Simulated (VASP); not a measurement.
Au3Rh (ordered alloy cell): computed properties

Method: PBEsol GGA, VASP's PBE PAW potentials (set 64) (plane waves; VASP 6.6.1).

```yaml
space_group: R-3m (166)
cell: a = 2.822 Å, b = 2.822 Å, c = 28.005 Å, α = 90.00°, β = 90.00°, γ = 120.00°
volume_per_atom: 16.09 Å³/atom
band gap (over mesh and band path): none (metal, semimetal or under 0.01 eV)
density: 17.90 g/cm³
```

Au$_{3}$Rh is taken in the trigonal space group R-3m, hexagonal axes (No. 166), Pearson symbol hR4. Conventional cell: a = 2.822 Å, b = 2.822 Å, c = 28.005 Å, α = 90.00°, β = 90.00°, γ = 120.00°. Rh on 3a is coordinated by 6 Au at 2.783 Å and 6 Rh at 2.822 Å (cuboctahedral). Au1 on 6c is coordinated by 3 Rh at 2.783 Å and 9 Au at 2.822–2.910 Å (cuboctahedral). Au2 on 3b is coordinated by 12 Au at 2.822–2.910 Å (cuboctahedral). (Neighbours: up to the widest gap in distance over summed covalent radii, below 1.35, at either atom.)
(The calculation used a cell of 4 atoms; values per cell refer to that cell.)

Unless said otherwise, spin-orbit coupling is left out, though it shifts the bands of the heavy elements here.

The structure was generated: Au3Rh was put into an ordered model structure (R-3m), which need not be its known phase. It was relaxed first. Symmetry was kept, so distortions that lower it aren't found.
